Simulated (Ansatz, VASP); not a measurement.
# Cross-check of TaN between VASP and Ansatz

Wanted: the spread between two codes on one cell, functional and k mesh. The cell is taken from a series of runs on this material, whose earlier steps may have relaxed, scaled, displaced or heated it; both programs get it as it stands.

Main program and level: Ansatz 0.2.0; plane waves, with VASP 6.6.1 beside it; zone-centre phonons at PBEsol.

### Step 1. Set-up

Symmetry: Immm, No. 71, orthorhombic system. Conventional cell: a = 3.001 Å, b = 3.167 Å, c = 4.376 Å, α = 90.00°, β = 90.00°, γ = 90.00°. Nearest to N lie 6 Ta at 2.18 to 2.19 Å. Nearest to Ta lie 6 N at 2.18 to 2.19 Å. Farther neighbours and most contacts between anions are not listed.

### Step 2. Ansatz: zone-centre phonons, PBEsol

Ansatz runs on its PAW soft_1 files.

Second derivatives magnify differences that forces hide, and they need a tight electronic threshold.

input.yaml

```yaml
crystal:
  lattice:
    - [-0.0589035001, 2.180675413, 2.1877759959]
    - [2.180675413, -0.0589035001, 2.1877759959]
    - [2.121771913, 2.121771913, 0.0]
  atoms:
    - { symbol: "N", position: [0.0, 0.0, 0.0] }
    - { symbol: Ta, position: [0.5, 0.5, 0.5] }
kpoints:
  mp_grid: { grid: [16, 16, 16] }
hamiltonian:
  xc: pbesol
  pseudopotentials: { kind: paw, azcp: { folder: soft_1 }, xc_functional: pbe }
scf:
  occupations: { method: methfessel_paxton, width: 0.2 }
output:
  eigenvalues: true
phonons:
  method: dfpt
```

Command:

```sh
ansatz run input.yaml --threads 4 --pin off --max-ram 10240MiB --backend cpu --events-out ev --progress --plain --runs-dir out
```

Numbers of over 12 decimals in the logs are rounded to 6 here.

Output:

```text
zone centre: on kpoints.mp_grid the ground state, and the responses unless they are solved on pairs of k-points, stand on 1098 of the mesh's 4096 k-points, reduced under 4 symmetry operations, with k and −k counted as one. Each operation leaves every solved displacement unchanged or reverses it
Engine: ansatz 0.2.0, aarch64-unknown-linux-gnu
Pseudopotentials: kind: paw
Pseudopotential: N, paw, valence charge 5, recommended cutoff 420 eV (normal), soft_1/N.paw.azcp
Pseudopotential: Ta, paw, valence charge 13, recommended cutoff 420 eV (normal), soft_1/Ta.paw.azcp
Functional definition: PBEsol
  exchange = pbesol_x
  correlation = pbesol_c
Crystal: 2 atoms, lattice volume = 20.792 Å³
Basis set: ecut = 420 eV, 403 PW (Γ), exchange–correlation on 48×48×48 points (8 copies of the dense FFT grid, shifted against one another)
Bands: 13, of which v1, the nominal top of the filled ones, is band 9 counted from 1 (8 counted from 0)
Symmetry: 8 space group operations
k-points: 1098 of 4096 (irreducible under 4 space group operations)
Non-local potential: N, projectors of the file, l = 0: 2, l = 1: 2, l = 2: 1
Non-local potential: Ta, projectors of the file, l = 0: 3, l = 1: 2, l = 2: 2, l = 3: 1
PAW form: soft (Blöchl's): semilocal exchange-correlation on the pseudo side does not see the compensation charge
PAW frozen core: N, regenerated for the run's functional, and the local potential with it (the file was generated under x = pbe(κ = 0.804, μ = 0.219515), c = pbe(β = 0.066725))
PAW frozen core: Ta, regenerated for the run's functional, and the local potential with it (the file was generated under x = pbe(κ = 0.804, μ = 0.219515), c = pbe(β = 0.066725))
PAW one-centre angular grid: N, 110 points (default); XC on 64 Gauss nodes
PAW one-centre angular grid: Ta, 590 points (default); XC on 64 Gauss nodes
Initial density: superposition of atomic densities (chi_scale 0.1, normalization cell, long waves kept (reshape's long-wave potential 0.00 eV rms))
Initial wavefunctions: pseudopotential atomic-orbital guess
Functional: x = pbesol(κ = 0.804, μ = 0.123457), c = pbesol(β = 0.046)
SCF iter   1: F=—  HF=-10188.060411 eV  |F-HF|=—  |Δ(HF+E_count)|=         —  Δρ=4.90e-2  dr2=4.91e-1  ethr=3.10e-3  ⟨swp⟩=5.0  Hψ=152542  notcnv=0  defer=1
automatic band count: the SCF goes on with 17 bands, as 13 were too few: the levels above may hold too much charge
preconditioner: auto → none  [metal: Δε(μ)=0.007 eV  Ē_g=16.076 eV  σ=0.200 eV  W_gap=0.03  n_scr=8 (ndim 8)  ℏωp=25.8 eV  f_vac=0.000  D(μ)=0.84/eV (n_scr^D=8)  sad-step TF]
SCF iter   2: F=—  HF=-10188.030773 eV  |F-HF|=—  |Δ(HF+E_count)|=   2.96e-2  S|Δr|=    0.00e0  Δρ=3.49e-2  dr2=2.84e-1  ethr=2.73e-3  ⟨swp⟩=1.0  Hψ=27450  notcnv=0  defer=4
SCF iter   3: F=—  HF=-10187.966241 eV  |F-HF|=—  |Δ(HF+E_count)|=   6.45e-2  S|Δr|=    0.00e0  Δρ=3.05e-3  dr2=4.49e-4  ethr=1.58e-3  ⟨swp⟩=2.5  Hψ=24928  notcnv=0  defer=4
SCF iter   4: F=—  HF=-10187.966540 eV  |F-HF|=—  |Δ(HF+E_count)|=   2.99e-4  S|Δr|=    0.00e0  Δρ=5.96e-4  dr2=8.58e-5  ethr=2.49e-6  ⟨swp⟩=2.7  Hψ=33825  notcnv=0  defer=1420
SCF iter   5: F=—  HF=-10187.966524 eV  |F-HF|=—  |Δ(HF+E_count)|=   1.64e-5  S|Δr|=    0.00e0  Δρ=6.57e-5  dr2=7.95e-7  ethr=4.77e-7  ⟨swp⟩=2.2  Hψ=20251  notcnv=0  defer=1420
SCF iter   6: F=—  HF=-10187.966523 eV  |F-HF|=—  |Δ(HF+E_count)|=   6.70e-7  S|Δr|=    0.00e0  Δρ=1.24e-5  dr2=8.36e-9  ethr=4.42e-9  ⟨swp⟩=2.4  Hψ=24284  notcnv=0  defer=1572
SCF iter   7: F=—  HF=-10187.966523 eV  |F-HF|=—  |Δ(HF+E_count)|=   3.18e-9  S|Δr|=    0.00e0  Δρ=1.13e-6  dr2=7.16e-11  ethr=4.65e-11  ⟨swp⟩=2.2  Hψ=25906  notcnv=0  defer=1572
SCF iter   8: F=-10187.966523 eV  HF=-10187.966523 eV  |F-HF|=5.46e-12  |Δ(HF+E_count)|=  4.18e-11  S|Δr|=    0.00e0  Δρ=5.52e-8  dr2=6.47e-13  ethr=1.00e-12  ⟨swp⟩=9.2  Hψ=83159  notcnv=0
SCF 1 converged in 8 iterations: F = -10187.966523 eV  dr2 = 6.47e-13
  greatest PAW one-centre occupation: 0.999 electrons in one spin orbital (limit 2), on the Ta atom at site 1 (counted from 0), in its partial waves of l = 0
DFPT response loops at Γ: preconditioner auto → Kerker (q_TF=auto, 2.664 Å⁻¹) (partly filled bands, converged f_vac=0.000); β = 1.00, the filter's whole step (`scf.mixing.beta` (0.50) is not read by the response loops under this deck's `scf.mixing.preconditioner`; to damp them name `kerker` or `kerker_dos`, under which they read `scf.mixing.beta`, and type it under 1.00, their step now; both keys bind the ground state too); Broyden in place of MSR1
SCF converged after 8 iterations
Stability not checked: this state was not tested for a lower state beside it, because cold or Methfessel-Paxton smearing, or corrected tetrahedra, fill the levels in a way that the test cannot read (fill_not_monotonic; see scf.lower_state_search)
Free energy (F): -10187.966523 eV
Harris-Foulkes:  -10187.966523 eV  (|F-HF|=5.46e-12)
Internal energy: -10187.964983 eV  (E = F + TS)
E sigma→0 (E₀):  -10187.966138 eV
Entropy (-TS):   -0.001539 eV (-0.770 meV/atom)
Fermi energy:    21.910168 eV
Step filling:    the computed levels leave a gap of 0.0007 eV = 0.0 smearing widths at the electron count; against every level under it full and every level over it empty, smearing changes F+E_penalty+E_count by -0.776 meV and its σ→0 estimate by -0.391 meV
--- Per-component energies (eV) ---
  E_band       = -40.033193
  E_kinetic    = 526.228944
  E_local      = -555.123552  (includes V_loc(G=0)·N_el)
  E_nonlocal   = 26.542643
  E_hartree    = 199.317467
  E_xc         = -379.562274
  E_vxc        = -310.950570  (∫ρ·V_xc dr)
  E_paw        = -8304.777121  (= ΣΔE_a)
  E_vpaw       = -125.366485  (= ΣTr[D̂ρ^β])
  E_aug_tail   = 0.000905  (compensation charges beyond the density's cutoff)
  E_ewald      = -1700.833808
  E_core_change = 0.241812  (= ΣΔE_core)
  E_smearing   = -0.001539  (= −TS)
  E_closure    = 0.000000  (closes the sum)
  Σ components = -10187.966523   (vs F -10187.966523, Δ=0.00e0)
--- Band table (eV; the first three rows and the last of 1098) ---
  k-point 0: bands = [... 5 lower, 17.9391, 18.0529, 18.2571, 19.3436, 19.6463, 20.2313, 21.9887, 22.0573, ... 4 higher]
  k-point 1: bands = [... 5 lower, 17.5590, 17.6556, 17.8194, 19.5220, 19.8169, 20.3647, 22.4093, 22.4781, ... 4 higher]
  k-point 2: bands = [... 5 lower, 16.6578, 16.7902, 17.0500, 19.9199, 20.1937, 20.6071, 23.4103, 23.4946, ... 4 higher]
  k-point 1097: bands = [... 5 lower, 15.2461, 16.2972, 17.0712, 17.5347, 24.1594, 25.6541, 25.6672, 26.7500, ... 4 higher]
--- Phonons (Γ-DFPT): 4 representative perturbations + reference, on 1098 of 4096 k-points (Σ response iterations 12) ---
  k mesh reduced under 4 symmetry operations, with k and −k counted as one. Each operation leaves every solved displacement unchanged or reverses it
  ASR residual: 5.448e-5 → 0.000e0 eV/Å²; symmetrization residual: 1.023e-6 eV/Å²
  ASR residual per site (eV/Å²): 2.13e-5 5.45e-5
  Γ frequencies (cm⁻¹): 0.00 0.00 0.00 402.61 414.47 441.72
  non-analytic LO–TO correction: not included (Born effective charges unavailable; polar crystals: no LO–TO splitting at Γ)
```

Reading the cycles: dr2 is the Hartree energy of the density residual (eV), the measure of convergence; HF is the Harris–Foulkes estimate of the energy, which meets the free energy F at convergence.

(Part 1 of 2 ends here.)

[Lines on the potential files, build, host, timing and source positions are cut from VASP's logs without a mark.]

[Logs are printed without paths, hosts, clocks, repeated set-up lines and the standing remarks that a program may print on its own settings, such as how far it seeks lower states.]

[Hosts, paths, dates, database ids (printed as entryN), source tags and the programs' standing remarks are cut or masked in the printed files.]
